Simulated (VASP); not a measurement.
# SO, zero-field splitting by spin-spin coupling: which settings are enough?

SO, molecule in box, 2 atoms in the cell. BLYP, spin-spin zero-field splitting; PAW potentials S, O (PBE set). VASP 6.6.1.

Wanted: D within 1 %.

Spin moment (muB): 2.

The series start from PRECFOCK: Accurate; Cutoff (eV): 400; Vacuum (Å): 8. Each series keeps the choices made before it, and each single choice may use up half of a tolerance. Times cover all steps of a run.

## PRECFOCK

| PRECFOCK | D (MHz) | Time (s) |
|---|---|---|
| Accurate | 2.374e4 | 117 |
| Normal | 2.374e4 | 96 |
| Fast | 2.378e4 | 94 |

Chosen: Accurate; no other choice that stays within half of the tolerance saves 30 % of the time.

## Cutoff (eV)

| Cutoff (eV) | D (MHz) | Time (s) |
|---|---|---|
| 300 | 2.236e4 | 82 |
| 350 | 2.326e4 | 86 |
| 400 | 2.374e4 | 117 |
| 450 | 2.396e4 | 98 |
| 520 | 2.407e4 | 136 |
| 700 (reference) | 2.407e4 | 143 |

Chosen: 450, the loosest value from which every tighter one stays within half of the tolerance.

## Vacuum (Å)

| Vacuum (Å) | D (MHz) | Time (s) |
|---|---|---|
| 6 | 2.42e4 | 54 |
| 8 | 2.396e4 | 98 |
| 10 | 2.39e4 | 163 |
| 12 (reference) | 2.387e4 | 316 |

Chosen: 8.

## All choices together

| Input | D (MHz) | Time (s) |
|---|---|---|
| default cutoff and precision without LASPH, at the starting vacuum (naive) | no result | 192 |
| chosen settings | 2.396e4 | 98 |
| reference settings throughout | 2.398e4 | 647 |

The tolerance is met.

## The input

INCAR.step1:
```
SYSTEM = SO
  AGGAC = 1.0
  AGGAX = 1.0
  ALDAC = 0.0
  ALDAX = 1.0
  ALGO = Normal
  EDIFF = 1E-6
  EDIFFG = -0.01
  ENCUT = 450
  GGA = B5
  IBRION = 2
  ISMEAR = 0
  ISPIN = 2
  ISYM = 0
  LASPH = .TRUE.
  LCHARG = .FALSE.
  LMAXMIX = 4
  LORBIT = 11
  LREAL = .FALSE.
  LWAVE = .TRUE.
  MAGMOM = 1 1
  NBANDS = 12
  NELM = 200
  NSW = 40
  NUPDOWN = 2
  PREC = Accurate
  SIGMA = 0.01
```

INCAR.step2, as INCAR.step1 but for:
```
- EDIFF = 1E-6
- EDIFFG = -0.01
- IBRION = 2
- ISYM = 0
- LWAVE = .TRUE.
- NSW = 40
+ EDIFF = 1E-7
+ ISTART = 1
+ ISYM = 3
+ LDMATRIX = .TRUE.
+ LWAVE = .FALSE.
+ PRECFOCK = Accurate
```

KPOINTS:
```
k-points
0
Gamma
  1 1 1
```

POSCAR.step1:
```
SO
1.0
    8.0000000000      0.0000000000      0.0000000000
    0.0000000000      8.3000000000      0.0000000000
    0.0000000000      0.0000000000     10.0900000000
S O
1 1
Direct
    0.5000000000      0.5000000000      0.4261645200
    0.5000000000      0.5000000000      0.5738354800
```

Commands (each step's output is kept before the next begins):
```
cat potpaw_PBE.64/S/POTCAR potpaw_PBE.64/O/POTCAR > POTCAR
cp INCAR.step1 INCAR
cp POSCAR.step1 POSCAR
mpirun -np 4 vasp_std > vasp.out
cp CONTCAR POSCAR
cp INCAR.step2 INCAR
mpirun -np 4 vasp_std > vasp.out
```

Limits: The spin-orbit part of D isn't included; images across the vacuum add a share that falls about as one over the box's volume.

The chosen input took VASP 6.6.1 98 s on 4 cores (Intel Xeon 6975P-C (Granite Rapids)), a shared host.

## An input that fails: no spin polarisation

The electronic loop stops at its limit of 200 steps.

Changes against the starting input:
```
(all steps)
- ISPIN = 2
- NUPDOWN = 2
- MAGMOM = 1 1
+ ISPIN = 1
```
